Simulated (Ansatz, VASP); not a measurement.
# ZnS (Wurtzite-2H): VASP beside Ansatz

Aim: how closely do two programs agree when they are given the same cell, functional and k mesh? The cell is taken from a series of runs on this material, whose earlier steps may have relaxed, scaled, displaced or heated it; both programs get it as it stands.

Calculated with Ansatz 0.2.0; plane waves, with VASP 6.6.1 beside it; zone-centre phonons at LDA.

## 1. Set-up

Symmetry: P6_3mc, No. 186, hexagonal system. The conventional cell has a = 3.712 Å, b = 3.712 Å, c = 6.105 Å, α = 90.00°, β = 90.00°, γ = 120.00°. S has 4 Zn at 2.28 Å nearest. Nearest to Zn lie 4 S at 2.28 Å. Farther neighbours and most contacts between anions are not listed.

Structure file:

```xyz
4
Lattice="3.7120 0.0000 0.0000 -1.8560 3.2147 0.0000 0.0000 0.0000 6.1050" Properties=species:S:1:pos:R:3 pbc="T T T"
S     0.0000    2.1432    2.3154
S     1.8560    1.0716    5.3679
Zn    0.0000    2.1432    0.0350
Zn    1.8560    1.0716    3.0875
```

## 2. VASP: zone-centre phonons, LDA

Second derivatives magnify differences that forces hide, and they need a tight electronic threshold.

Lines of VASP's logs that name or quote its potential files are left out, and so is its time.

File INCAR:

```
SYSTEM = ZnS
PREC = Accurate
ENCUT = 500
EDIFF = 1E-08
NELM = 120
ISMEAR = 0
SIGMA = 0.01
LREAL = .FALSE.
ALGO = Normal
GGA = PW92
NBANDS = 24
LORBIT = 11
LWAVE = .FALSE.
LCHARG = .FALSE.
ISIF = 2
IBRION = 8
LEPSILON = .TRUE.
LASPH = .TRUE.
GGA_COMPAT = .FALSE.
EFERMI = MIDGAP
KPAR = 2
```

File POSCAR:

```
ZnS
1.0
    3.7120473593      0.0000000000      0.0000000000
   -1.8560236796      3.2147273132      0.0000000000
    0.0000000000      0.0000000000      6.1049749349
S Zn
2 2
Direct
    0.3333333334      0.6666666668      0.3792624356
    0.6666666668      0.3333333334      0.8792624356
    0.3333333334      0.6666666668      0.0057375644
    0.6666666668      0.3333333334      0.5057375644
```

File KPOINTS:

```
Automatic mesh
0
Gamma
12 12 8
0 0 0
```

PAW data sets: S and Zn (LDA family, release 64).

Command:

```bash
> mpirun -np 2 vasp_std
```

Numbers of over 12 decimals in the logs are rounded to 6 here.

The program printed:

```text
[banner, memory and clock lines left out]
running    2 mpi-ranks, on    1 nodes
 distrk:  each k-point on    1 cores,    2 groups
 distr:  one band on    1 cores,    1 groups

 POSCAR found type information on POSCAR S Zn
 POSCAR found :  2 types and       4 ions
|                                                                             |
|               ----> ADVICE to this user running VASP <----                  |
|                                                                             |
|     You enforced a specific xc type in the INCAR file but a different       |
|     [... a line on the potential file left out ...]
|     I HOPE YOU KNOW WHAT YOU ARE DOING!                                     |
|                                                                             |

 LDA part: xc-table for (Slater(with rela. corr.)+PW92), standard interpolation
 POSCAR, INCAR and KPOINTS ok, starting setup
 FFT: planning ... GRIDC
 FFT: planning ... GRID_SOFT
 FFT: planning ... GRID
 WAVECAR not read
 entering main loop
       N       E                     dE             d eps       ncg     rms          rms(c)
DAV:   1     0.232328940829E+03    0.23233E+03   -0.17153E+04  4568   0.181E+03
DAV:   2     0.348287129729E+01   -0.22885E+03   -0.22130E+03  4872   0.363E+02
DAV:   3    -0.168562746656E+02   -0.20339E+02   -0.20239E+02  5624   0.111E+02
DAV:   4    -0.172716655830E+02   -0.41539E+00   -0.41511E+00  5464   0.165E+01
DAV:   5    -0.172794239267E+02   -0.77583E-02   -0.77577E-02  5704   0.213E+00    0.113E+01
DAV:   6    -0.164159914006E+02    0.86343E+00   -0.19173E+00  6648   0.429E+01    0.845E+00
DAV:   7    -0.164133273493E+02    0.26641E-02   -0.17370E+00  5024   0.796E+00    0.335E+00
DAV:   8    -0.163897449203E+02    0.23582E-01   -0.66448E-02  6248   0.232E+00    0.103E+00
DAV:   9    -0.163881229295E+02    0.16220E-02   -0.19498E-02  6368   0.174E+00    0.293E-01
DAV:  10    -0.163881574212E+02   -0.34492E-04   -0.59279E-04  5632   0.334E-01    0.164E-01
DAV:  11    -0.163881782839E+02   -0.20863E-04   -0.76191E-05  5664   0.921E-02    0.727E-02
DAV:  12    -0.163881759539E+02    0.23300E-05   -0.10441E-05  6216   0.363E-02    0.849E-03
DAV:  13    -0.163881760992E+02   -0.14531E-06   -0.46541E-07  5512   0.449E-03    0.267E-03
DAV:  14    -0.163881761334E+02   -0.34179E-07   -0.38591E-08  5568   0.156E-03    0.967E-04
DAV:  15    -0.163881761292E+02    0.41773E-08   -0.17615E-08  3776   0.160E-03
   1 F= -.16388176E+02 E0= -.16388176E+02  d E =0.000000E+00
 Linear response reoptimize wavefunctions to high precision
DAV:   1    -0.163881761303E+02   -0.10950E-08   -0.11556E-08  5320   0.141E-03
DAV:   2    -0.163881761303E+02   -0.50932E-10   -0.29519E-10  2952   0.118E-04
 Linear response G [H, r] |phi>, progress :
  Direction:   1
       N       E                     dE             d eps       ncg     rms
RMM:   1    -0.805614540604E+02   -0.80561E+02    0.49992E+02  8753   0.964E+01
RMM:   2    -0.899384926727E+02   -0.93770E+01   -0.30995E+01  7406   0.367E+01
RMM:   3    -0.905200357624E+02   -0.58154E+00   -0.23292E+00  8133   0.987E+00
RMM:   4    -0.905449838029E+02   -0.24948E-01   -0.11504E-01  8275   0.207E+00
RMM:   5    -0.905465591648E+02   -0.15754E-02   -0.12673E-02  8358   0.543E-01
RMM:   6    -0.905468452394E+02   -0.28607E-03   -0.19986E-03  8483   0.161E-01
RMM:   7    -0.905468913822E+02   -0.46143E-04   -0.54962E-04  8594   0.542E-02
RMM:   8    -0.905468986430E+02   -0.72608E-05    0.14124E-03  8651   0.204E-02
RMM:   9    -0.905468957170E+02    0.29260E-05    0.16786E-03  8576   0.916E-03
RMM:  10    -0.905468973818E+02   -0.16648E-05    0.20387E-03  7020   0.495E-03
RMM:  11    -0.905468926951E+02    0.46867E-05    0.17372E-03  6068   0.307E-03
RMM:  12    -0.905468940581E+02   -0.13630E-05    0.18524E-03  5518   0.250E-03
RMM:  13    -0.905468924831E+02    0.15750E-05    0.18525E-03  5185   0.221E-03
RMM:  14    -0.905468941132E+02   -0.16301E-05    0.18941E-03  5035   0.214E-03
RMM:  15    -0.905468910761E+02    0.30372E-05    0.18112E-03  4929   0.209E-03
RMM:  16    -0.905468931392E+02   -0.20631E-05    0.17801E-03  4804   0.207E-03
 Linear response G [H, r] |phi>, progress :
  Direction:   2
       N       E                     dE             d eps       ncg     rms
RMM:   1    -0.953577498876E+02   -0.95358E+02    0.31154E+02  8831   0.928E+01
RMM:   2    -0.101632822797E+03   -0.62751E+01   -0.24642E+01  7328   0.350E+01
RMM:   3    -0.102196320237E+03   -0.56350E+00   -0.18476E+00  8123   0.903E+00
RMM:   4    -0.102223036644E+03   -0.26716E-01   -0.91209E-02  8201   0.194E+00
RMM:   5    -0.102224442389E+03   -0.14057E-02   -0.14006E-02  8317   0.545E-01
RMM:   6    -0.102224660950E+03   -0.21856E-03   -0.32028E-03  8394   0.171E-01
RMM:   7    -0.102224620437E+03    0.40513E-04   -0.11207E-03  8538   0.598E-02
[...]
RMM:   5    -0.105771171898E+01   -0.10409E-01   -0.61082E-03 27558   0.375E-01    0.695E-02
RMM:   6    -0.105957159018E+01   -0.18599E-02   -0.13825E-03 27093   0.189E-01    0.360E-02
RMM:   7    -0.105995604582E+01   -0.38446E-03   -0.11844E-04 27865   0.560E-02    0.570E-03
RMM:   8    -0.106005278631E+01   -0.96740E-04   -0.48868E-06 28227   0.130E-02    0.304E-03
RMM:   9    -0.106003584846E+01    0.16938E-04    0.23714E-06 28083   0.446E-03    0.141E-03
[...]
RMM:   8    -0.108714892587E+01   -0.14080E-03   -0.19308E-06  8130   0.143E-02    0.292E-03
RMM:   9    -0.108712553108E+01    0.23395E-04   -0.42406E-06  8261   0.426E-03    0.973E-04
RMM:  10    -0.108711902223E+01    0.65089E-05   -0.27925E-06  8165   0.202E-03    0.442E-04
RMM:  11    -0.108712712398E+01   -0.81017E-05   -0.41331E-07  8300   0.861E-04    0.106E-04
RMM:  12    -0.108712712533E+01   -0.13508E-08   -0.86571E-08  6614   0.283E-04    0.515E-05
 change of polarisation eV/A/(eV/A) component  3 :    -0.221    -0.195     2.070
 dielectric tensor                  component  3 :    -0.548    -0.484     6.141
 Linear response DOF=           4
 Linear response progress:
  Degree of freedom:   1/  4
       N       E                     dE             d eps       ncg     rms          rms(c)
RMM:   1    -0.106952692912E+00   -0.10695E+00    0.47655E-02 70181   0.202E+00
RMM:   2    -0.103630002961E+00    0.33227E-02   -0.67454E-03 42937   0.675E-01    0.179E-01
RMM:   3    -0.104052120780E+00   -0.42212E-03   -0.60173E-04 48519   0.162E-01    0.857E-02
RMM:   4    -0.104410215038E+00   -0.35809E-03   -0.89423E-05 47492   0.541E-02    0.213E-02
RMM:   5    -0.104464017569E+00   -0.53803E-04   -0.92584E-06 50305   0.144E-02    0.100E-02
RMM:   6    -0.104437342639E+00    0.26675E-04   -0.14343E-06 50068   0.504E-03    0.365E-03
RMM:   7    -0.104446390244E+00   -0.90476E-05    0.14252E-08 48233   0.186E-03    0.903E-04
RMM:   8    -0.104445217741E+00    0.11725E-05   -0.14448E-08 50816   0.608E-04    0.647E-05
RMM:   9    -0.104444461672E+00    0.75607E-06   -0.25779E-08 49684   0.212E-04    0.486E-05
RMM:  10    -0.104444448865E+00    0.12807E-07    0.14218E-08 51363   0.878E-05    0.101E-05
RMM:  11    -0.104444560474E+00   -0.11161E-06    0.70425E-08 48548   0.513E-05    0.268E-06
RMM:  12    -0.104444535075E+00    0.25399E-07    0.63438E-08 48420   0.346E-05    0.636E-07
RMM:  13    -0.104444534105E+00    0.96990E-09    0.70936E-08 34883   0.271E-05    0.587E-07
 first order change of Fermi-energy  -0.68974E-01
 force on displaced ion       1 direction 1 :  -7.935   0.000   0.000
 Born effective charge ion    1 direction 1 :  -1.817  -0.000  -0.000
 Linear response progress:
  Degree of freedom:   2/  4
       N       E                     dE             d eps       ncg     rms          rms(c)
RMM:   1    -0.128281353752E+00   -0.12828E+00    0.59180E-02 16267   0.205E+00
RMM:   2    -0.123347437008E+00    0.49339E-02   -0.76336E-03  9488   0.779E-01    0.212E-01
RMM:   3    -0.123620315691E+00   -0.27288E-03   -0.10541E-03 10971   0.199E-01    0.104E-01
RMM:   4    -0.123836168315E+00   -0.21585E-03   -0.98388E-05  9903   0.663E-02    0.342E-02
RMM:   5    -0.123865523893E+00   -0.29356E-04   -0.28970E-05 10811   0.258E-02    0.919E-03
RMM:   6    -0.123851444944E+00    0.14079E-04   -0.21434E-06 11136   0.696E-03    0.493E-03
RMM:   7    -0.123853160099E+00   -0.17152E-05   -0.85735E-07 11435   0.180E-03    0.201E-03
RMM:   8    -0.123855391559E+00   -0.22315E-05    0.37758E-07 10086   0.143E-03    0.239E-04
RMM:   9    -0.123855730126E+00   -0.33857E-06   -0.85811E-08 11541   0.384E-04    0.114E-04
RMM:  10    -0.123855648271E+00    0.81856E-07   -0.38001E-08 11489   0.142E-04    0.295E-05
RMM:  11    -0.123855671471E+00   -0.23201E-07    0.13131E-08 10434   0.664E-05    0.171E-05
RMM:  12    -0.123855611022E+00    0.60450E-07   -0.53521E-09 11555   0.371E-05    0.358E-06
RMM:  13    -0.123855629355E+00   -0.18333E-07   -0.96806E-09 10788   0.253E-05    0.223E-06
RMM:  14    -0.123855636176E+00   -0.68204E-08    0.98985E-10  8822   0.217E-05    0.602E-07
 first order change of Fermi-energy  -0.70081E-01
 force on displaced ion       1 direction 3 :  -0.000   0.000 -11.031
 Born effective charge ion    1 direction 3 :   0.000  -0.000  -1.924
 Linear response progress:
  Degree of freedom:   3/  4
       N       E                     dE             d eps       ncg     rms          rms(c)
RMM:   1    -0.213103992469E+00   -0.21310E+00    0.40070E-03 42013   0.194E+00
RMM:   2    -0.210640784828E+00    0.24632E-02   -0.39571E-03 43214   0.467E-01    0.136E-01
RMM:   3    -0.210478796342E+00    0.16199E-03   -0.14394E-04 50059   0.750E-02    0.792E-02
RMM:   4    -0.210254658163E+00    0.22414E-03   -0.23079E-05 49780   0.267E-02    0.489E-03
RMM:   5    -0.210250749505E+00    0.39087E-05   -0.27831E-06 51350   0.534E-03    0.180E-03
RMM:   6    -0.210254380201E+00   -0.36307E-05   -0.18626E-07 51451   0.215E-03    0.301E-04
RMM:   7    -0.210254830481E+00   -0.45028E-06   -0.41867E-07 51723   0.657E-04    0.184E-04
RMM:   8    -0.210255150957E+00   -0.32048E-06   -0.23125E-07 51154   0.287E-04    0.354E-05
RMM:   9    -0.210254969249E+00    0.18171E-06   -0.11097E-07 51845   0.946E-05    0.212E-05
RMM:  10    -0.210254849765E+00    0.11948E-06   -0.46550E-08 50559   0.512E-05    0.239E-06
RMM:  11    -0.210254840726E+00    0.90397E-08   -0.36422E-08 50710   0.276E-05    0.100E-06
 first order change of Fermi-energy  -0.14467E+00
 force on displaced ion       3 direction 1 :  -7.173   0.000   0.000
 Born effective charge ion    3 direction 1 :   1.816  -0.000   0.000
 Linear response progress:
  Degree of freedom:   4/  4
       N       E                     dE             d eps       ncg     rms          rms(c)
RMM:   1    -0.220393418313E+00   -0.22039E+00    0.32616E-03  9477   0.196E+00
RMM:   2    -0.217097168529E+00    0.32962E-02   -0.42457E-03  9822   0.493E-01    0.162E-01
RMM:   3    -0.216836903918E+00    0.26026E-03   -0.24393E-04 11216   0.919E-02    0.859E-02
RMM:   4    -0.216556775567E+00    0.28013E-03   -0.47245E-05 11089   0.472E-02    0.203E-02
RMM:   5    -0.216512777047E+00    0.43999E-04   -0.11359E-05 11549   0.163E-02    0.672E-03
RMM:   6    -0.216518534264E+00   -0.57572E-05    0.60982E-06 10649   0.508E-03    0.383E-03
RMM:   7    -0.216525513518E+00   -0.69793E-05    0.29421E-06 11053   0.285E-03    0.884E-04
RMM:   8    -0.216526936428E+00   -0.14229E-05    0.36277E-08 11313   0.879E-04    0.231E-04
RMM:   9    -0.216526561352E+00    0.37508E-06   -0.37924E-07 11657   0.300E-04    0.597E-05
RMM:  10    -0.216526367846E+00    0.19351E-06    0.61640E-08 11720   0.135E-04    0.259E-05
RMM:  11    -0.216526369216E+00   -0.13703E-08   -0.91661E-08 11701   0.567E-05    0.808E-06
 first order change of Fermi-energy   0.70002E-01
 force on displaced ion       3 direction 3 :  -0.000   0.000  -9.095
 Born effective charge ion    3 direction 3 :  -0.000  -0.000   1.924
 Born effective charges drift removed
 Linear response finished
```

(Continued in part 2 of 3.)

[Lines on the potential files, build, host, timing and source positions are cut from VASP's logs without a mark.]

[Logs are printed without paths, hosts, clocks, repeated set-up lines and the standing remarks that a program may print on its own settings, such as how far it seeks lower states.]

[Hosts, paths, dates, database ids (printed as entryN), source tags and the programs' standing remarks are cut or masked in the printed files.]
